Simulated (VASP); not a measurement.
The system is LuNb4.

```
Lu Nb
1.0
    -2.78391    2.78391    2.78391
     2.78391   -2.78391    2.78391
     2.78391    2.78391   -2.78391
Lu Nb
1 4
Cartesian
  0.0000 0.0000 0.0000
  1.3920 1.3920 -1.3920
  1.3920 -1.3920 1.3920
  -1.3920 1.3920 1.3920
  1.3920 1.3920 1.3920
```

The cell was built by a generator and needn't be a form met in nature.

The cell isn't the ideal one: species swapped into the MnGa4 type (Im-3m, No. 229).

- Program: VASP 6.6.1
- Task: relaxation of cell and atoms
- Functional: PBE
- Potentials or basis: VASP PAW PBE potentials, release 64 (Lu, Nb_sv)
- Cutoff: 600 eV
- k mesh: 4 × 4 × 4
- Occupations: gaussian, width 0.1 eV
- Spin: no spin polarisation

At the start: pressure 45.7 GPa; volume 17.26 Å³/atom.

Task: How do energy, volume and symmetry change on relaxing?

Result: Over 5 steps the energy falls by 627.7 meV/atom and the volume is 23.02 Å³/atom (+33.3 %); space group Im-3m (No. 229, to 0.05 Å).

Step by step:
```csv
step,energy change (eV),largest force (eV/Å),pressure (GPa),volume (Å³)
1,0.0000,0.0000,45.73,86.30
2,-0.1340,0.0000,-15.19,163.62
3,-3.1314,0.0000,-1.27,117.19
4,-3.1379,0.0000,-0.54,115.96
5,-3.1386,0.0000,0.21,115.08
```

Final structure:
```
Lu Nb
1.0
    -3.06418    3.06418    3.06418
     3.06418   -3.06418    3.06418
     3.06418    3.06418   -3.06418
Lu Nb
1 4
Direct
  0.00000 0.00000 0.00000
  0.00000 0.00000 0.50000
  0.00000 0.50000 0.00000
  0.50000 0.00000 0.00000
  0.50000 0.50000 0.50000
```

Caveat: the k mesh is coarse (spacing up to 0.40 Å⁻¹), so the values aren't converged; the volume moved by over 15 % at a fixed basis, so the end points are rough.
